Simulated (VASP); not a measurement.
OSZICAR of a VASP run on Zn31S32:

File OSZICAR:
```
...
       N       E                     dE             d eps       ncg     rms          rms(c)
DAV:   1    -0.208587604173E+03   -0.26527E+00   -0.10321E+02   732   0.167E+01    0.326E+00
RMM:   2    -0.208671901667E+03   -0.84297E-01   -0.10807E+00   678   0.221E+00    0.870E-01
RMM:   3    -0.208682231820E+03   -0.10330E-01   -0.17976E-01   678   0.834E-01    0.681E-01
RMM:   4    -0.208682367768E+03   -0.13595E-03   -0.39794E-02   705   0.467E-01    0.645E-01
RMM:   5    -0.208679952427E+03    0.24153E-02   -0.17459E-02   679   0.232E-01    0.197E-01
RMM:   6    -0.208680228236E+03   -0.27581E-03   -0.53398E-03   710   0.114E-01    0.197E-01
RMM:   7    -0.208680019741E+03    0.20850E-03   -0.88342E-04   680   0.597E-02    0.114E-01
RMM:   8    -0.208680072066E+03   -0.52325E-04   -0.14002E-03   707   0.559E-02    0.419E-02
RMM:   9    -0.208680029189E+03    0.42877E-04   -0.28084E-04   673   0.366E-02    0.283E-02
RMM:  10    -0.208680035600E+03   -0.64110E-05   -0.65105E-05   583   0.153E-02
   2 F= -.20868004E+03 E0= -.20868004E+03  d E =-.357709E+00
       N       E                     dE             d eps       ncg     rms          rms(c)
DAV:   1    -0.208703437407E+03   -0.23408E-01   -0.43150E+01   748   0.109E+01    0.211E+00
RMM:   2    -0.208736865982E+03   -0.33429E-01   -0.43503E-01   678   0.137E+00    0.586E-01
RMM:   3    -0.208741106610E+03   -0.42406E-02   -0.73782E-02   678   0.534E-01    0.438E-01
RMM:   4    -0.208740966919E+03    0.13969E-03   -0.14974E-02   697   0.289E-01    0.389E-01
RMM:   5    -0.208740093541E+03    0.87338E-03   -0.63291E-03   678   0.151E-01    0.122E-01
RMM:   6    -0.208740240438E+03   -0.14690E-03   -0.22423E-03   709   0.726E-02    0.124E-01
RMM:   7    -0.208740161716E+03    0.78722E-04   -0.40460E-04   678   0.397E-02    0.661E-02
RMM:   8    -0.208740181809E+03   -0.20093E-04   -0.30815E-04   685   0.299E-02    0.155E-02
RMM:   9    -0.208740179604E+03    0.22053E-05   -0.62385E-05   598   0.198E-02
   3 F= -.20874018E+03 E0= -.20874018E+03  d E =-.417853E+00
       N       E                     dE             d eps       ncg     rms          rms(c)
DAV:   1    -0.208740384730E+03   -0.20292E-03   -0.31420E-01   772   0.940E-01    0.180E-01
RMM:   2    -0.208740612833E+03   -0.22810E-03   -0.31665E-03   678   0.111E-01    0.526E-02
RMM:   3    -0.208740644463E+03   -0.31630E-04   -0.55509E-04   675   0.446E-02    0.345E-02
RMM:   4    -0.208740642241E+03    0.22225E-05   -0.10351E-04   638   0.223E-02    0.289E-02
RMM:   5    -0.208740636737E+03    0.55042E-05   -0.46160E-05   491   0.133E-02
   4 F= -.20874064E+03 E0= -.20874064E+03  d E =-.418310E+00
       N       E                     dE             d eps       ncg     rms          rms(c)
DAV:   1    -0.208758554941E+03   -0.17913E-01   -0.67921E+00   700   0.460E+00    0.900E-01
RMM:   2    -0.208766897267E+03   -0.83423E-02   -0.10305E-01   678   0.619E-01    0.264E-01
RMM:   3    -0.208768371966E+03   -0.14747E-02   -0.19079E-02   684   0.263E-01    0.232E-01
RMM:   4    -0.208768377380E+03   -0.54137E-05   -0.32372E-03   693   0.129E-01    0.180E-01
RMM:   5    -0.208768253907E+03    0.12347E-03   -0.13748E-03   678   0.760E-02    0.548E-02
RMM:   6    -0.208768274209E+03   -0.20302E-04   -0.33179E-04   702   0.348E-02    0.485E-02
RMM:   7    -0.208768251389E+03    0.22821E-04   -0.10162E-04   642   0.187E-02    0.265E-02
RMM:   8    -0.208768256215E+03   -0.48263E-05   -0.87013E-05   553   0.136E-02
   5 F= -.20876826E+03 E0= -.20876826E+03  d E =-.276195E-01
       N       E                     dE             d eps       ncg     rms          rms(c)
DAV:   1    -0.208770020802E+03   -0.17694E-02   -0.46273E+00   716   0.379E+00    0.739E-01
RMM:   2    -0.208775629295E+03   -0.56085E-02   -0.69129E-02   678   0.505E-01    0.217E-01
RMM:   3    -0.208776615448E+03   -0.98615E-03   -0.12763E-02   684   0.214E-01    0.193E-01
RMM:   4    -0.208776612134E+03    0.33141E-05   -0.21331E-03   691   0.105E-01    0.147E-01
RMM:   5    -0.208776535474E+03    0.76659E-04   -0.93672E-04   678   0.623E-02    0.462E-02
RMM:   6    -0.208776548052E+03   -0.12578E-04   -0.22109E-04   697   0.287E-02    0.401E-02
RMM:   7    -0.208776532636E+03    0.15416E-04   -0.73275E-05   568   0.156E-02    0.216E-02
RMM:   8    -0.208776536111E+03   -0.34749E-05   -0.55050E-05   521   0.116E-02
   6 F= -.20877654E+03 E0= -.20877654E+03  d E =-.358994E-01
       N       E                     dE             d eps       ncg     rms          rms(c)
DAV:   1    -0.208776569823E+03   -0.37187E-04   -0.73893E-02   756   0.479E-01    0.922E-02
RMM:   2    -0.208776657263E+03   -0.87440E-04   -0.10526E-03   678   0.629E-02    0.277E-02
RMM:   3    -0.208776671879E+03   -0.14615E-04   -0.18976E-04   667   0.266E-02    0.247E-02
RMM:   4    -0.208776671996E+03   -0.11703E-06   -0.33819E-05   473   0.134E-02
   7 F= -.20877667E+03 E0= -.20877667E+03  d E =-.360353E-01
       N       E                     dE             d eps       ncg     rms          rms(c)
DAV:   1    -0.208782323450E+03   -0.56516E-02   -0.20657E+00   708   0.243E+00    0.486E-01
RMM:   2    -0.208786107091E+03   -0.37836E-02   -0.45415E-02   678   0.356E-01    0.123E-01
RMM:   3    -0.208786984189E+03   -0.87710E-03   -0.93121E-03   685   0.153E-01    0.180E-01
RMM:   4    -0.208786965648E+03    0.18541E-04   -0.10851E-03   693   0.713E-02    0.130E-01
RMM:   5    -0.208786912763E+03    0.52885E-04   -0.64829E-04   689   0.408E-02    0.319E-02
RMM:   6    -0.208786920376E+03   -0.76129E-05   -0.96611E-05   571   0.189E-02
   8 F= -.20878692E+03 E0= -.20878692E+03  d E =-.102484E-01
       N       E                     dE             d eps       ncg     rms          rms(c)
DAV:   1    -0.208756633229E+03    0.30280E-01   -0.17446E+01   686   0.706E+00    0.146E+00
RMM:   2    -0.208789435162E+03   -0.32802E-01   -0.39180E-01   678   0.105E+00    0.357E-01
RMM:   3    -0.208796941687E+03   -0.75065E-02   -0.79518E-02   685   0.449E-01    0.509E-01
RMM:   4    -0.208796830512E+03    0.11117E-03   -0.95116E-03   693   0.211E-01    0.394E-01
RMM:   5    -0.208796372916E+03    0.45760E-03   -0.61589E-03   693   0.122E-01    0.922E-02
RMM:   6    -0.208796412870E+03   -0.39954E-04   -0.78333E-04   683   0.564E-02    0.880E-02
RMM:   7    -0.208796282825E+03    0.13005E-03   -0.69843E-04   699   0.380E-02    0.603E-02
RMM:   8    -0.208796345234E+03   -0.62409E-04   -0.35538E-04   696   0.248E-02    0.656E-02
RMM:   9    -0.208796287916E+03    0.57318E-04   -0.30949E-04   590   0.190E-02    0.248E-02
RMM:  10    -0.208796288496E+03   -0.57999E-06   -0.19170E-05   421   0.819E-03
   9 F= -.20879629E+03 E0= -.20879629E+03  d E =-.196165E-01
       N       E                     dE             d eps       ncg     rms          rms(c)
DAV:   1    -0.208795354786E+03    0.93313E-03   -0.74245E-01   724   0.145E+00    0.292E-01
RMM:   2    -0.208796715352E+03   -0.13606E-02   -0.16078E-02   678   0.213E-01    0.739E-02
RMM:   3    -0.208797014031E+03   -0.29868E-03   -0.31610E-03   683   0.915E-02    0.104E-01
RMM:   4    -0.208797011576E+03    0.24545E-05   -0.41835E-04   691   0.426E-02    0.722E-02
RMM:   5    -0.208796996250E+03    0.15326E-04   -0.21668E-04   650   0.250E-02    0.173E-02
RMM:   6    -0.208796999616E+03   -0.33658E-05   -0.32913E-05   453   0.114E-02
  10 F= -.20879700E+03 E0= -.20879700E+03  d E =-.203276E-01
       N       E                     dE             d eps       ncg     rms          rms(c)
DAV:   1    -0.208795731017E+03    0.12652E-02   -0.47881E+00   697   0.378E+00    0.651E-01
RMM:   2    -0.208802430394E+03   -0.66994E-02   -0.80616E-02   678   0.495E-01    0.189E-01
RMM:   3    -0.208803959704E+03   -0.15293E-02   -0.16751E-02   686   0.206E-01    0.230E-01
RMM:   4    -0.208803907549E+03    0.52155E-04   -0.19471E-03   689   0.101E-01    0.158E-01
RMM:   5    -0.208803817789E+03    0.89760E-04   -0.11251E-03   690   0.564E-02    0.429E-02
RMM:   6    -0.208803829636E+03   -0.11848E-04   -0.17762E-04   664   0.252E-02    0.405E-02
RMM:   7    -0.208803803181E+03    0.26455E-04   -0.13374E-04   599   0.182E-02    0.231E-02
RMM:   8    -0.208803812147E+03   -0.89658E-05   -0.63052E-05   500   0.108E-02
  11 F= -.20880381E+03 E0= -.20880381E+03  d E =-.681253E-02
       N       E                     dE             d eps       ncg     rms          rms(c)
DAV:   1    -0.208803543082E+03    0.26010E-03   -0.49705E-01   740   0.122E+00    0.207E-01
RMM:   2    -0.208804198858E+03   -0.65578E-03   -0.80326E-03   678   0.155E-01    0.608E-02
RMM:   3    -0.208804356025E+03   -0.15717E-03   -0.17077E-03   686   0.651E-02    0.737E-02
RMM:   4    -0.208804348945E+03    0.70800E-05   -0.18847E-04   677   0.314E-02    0.464E-02
RMM:   5    -0.208804342572E+03    0.63725E-05   -0.10544E-04   535   0.179E-02    0.149E-02
RMM:   6    -0.208804343505E+03   -0.93327E-06   -0.17328E-05   420   0.840E-03
  12 F= -.20880434E+03 E0= -.20880434E+03  d E =-.734389E-02
       N       E                     dE             d eps       ncg     rms          rms(c)
DAV:   1    -0.208803766288E+03    0.57628E-03   -0.71549E-01   700   0.146E+00    0.400E-01
RMM:   2    -0.208805608379E+03   -0.18421E-02   -0.21343E-02   678   0.291E-01    0.114E-01
RMM:   3    -0.208805895074E+03   -0.28670E-03   -0.38311E-03   681   0.123E-01    0.968E-02
RMM:   4    -0.208805918349E+03   -0.23275E-04   -0.76346E-04   695   0.637E-02    0.802E-02
RMM:   5    -0.208805893895E+03    0.24454E-04   -0.22259E-04   676   0.346E-02    0.216E-02
RMM:   6    -0.208805900970E+03   -0.70747E-05   -0.72619E-05   585   0.155E-02
  13 F= -.20880590E+03 E0= -.20880590E+03  d E =-.155746E-02
```

Problem. Which electronic solver shows in the log?

Solution. It is blocked Davidson (ALGO = Normal, or the opening steps of other solvers) and then RMM-DIIS (ALGO = Fast or VeryFast). The INCAR had ALGO = Fast.

Problem. Can the final energy be trusted as converged?

Solution. Self-consistency was reached. It stopped with EDIFF = 1E-5, NELM = 100, NSW = 60 and EDIFFG = -0.03 after 13 ionic steps (PBE GGA, plane waves, VASP's PBE PAW potentials (set 64)). The cell is charged, with a uniform compensating background. The supercell is sampled at Γ alone, which is coarse: total energies, pressure and levels can be off, energies of defects by several tenths of an eV.

The cell is a supercell with a defect, built from ZnS (zinc blende): vac_Zn, charge -2. The run is not spin-polarised, so no state with unpaired spins was tried.
